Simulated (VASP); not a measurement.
Write the native input for VASP 6.6.1 that does the following.

```yaml
Task: relaxation of cell and atoms
Functional: PBE
Potentials_or_basis: VASP PAW PBE potentials, release 64 (W_sv)
Cutoff: 600 eV
k_mesh: 24 × 24 × 24
Occupations: fermi-dirac, width 0.05 eV
Spin: no spin polarisation
Further_INCAR_settings: ALGO = Fast; EDIFF = 1e-06; IBRION = 2; EDIFFG = -0.005; NSW = 60; ISIF = 3
```

The structure of W lies in POSCAR:

```
W
1.0
   -1.5823450000      1.5823450000      1.5823450000
    1.5823450000     -1.5823450000      1.5823450000
    1.5823450000      1.5823450000     -1.5823450000
W
1
Direct
    0.0000000000      0.0000000000      0.0000000000
```

One way to write it, as run:

INCAR

```
SYSTEM = W
PREC = Accurate ; ENCUT = 600
EDIFF = 1E-6 ; ISMEAR = -1
SIGMA = 0.05 ; LREAL = .False.
LASPH = .True. ; NELM = 100
ALGO = Fast ; ISIF = 3
LWAVE = .False. ; LCHARG = .False.
GGA = PE ; IBRION = 2
NSW = 60 ; EDIFFG = -0.005
```

KPOINTS

```
Automatic mesh
0
Gamma
  24 24 24
  0 0 0
```

Potentials or basis: VASP PAW PBE potentials, release 64 (W_sv).

Command:

```sh
$ cat potpaw_PBE.64/W_sv/POTCAR > POTCAR
$ mpirun -np 1 vasp_std > vasp.out
```

It gave:

```json
{
  "Relaxed volume": "16.16 Å³/atom",
  "Relaxed cell": "a = 2.759 Å, b = 2.759 Å, c = 2.759 Å, α = 109.47°, β = 109.47°, γ = 109.47°",
  "Space group after relaxing (to 0.05 Å)": "Im-3m (No. 229)",
  "Energy gained by relaxing": "6.1 meV/atom",
  "Ionic steps": "7",
  "Pressure after relaxing": "0.0 GPa",
  "Band gap on the k mesh": "none (metal or under the smearing width)"
}
```

Run time: 2.9 min on 1 thread of Intel(R) Xeon(R) Platinum 8259CL CPU @ 2.50GHz (Skylake/Cascade Lake), on a shared host, peak memory 0.22 GiB.
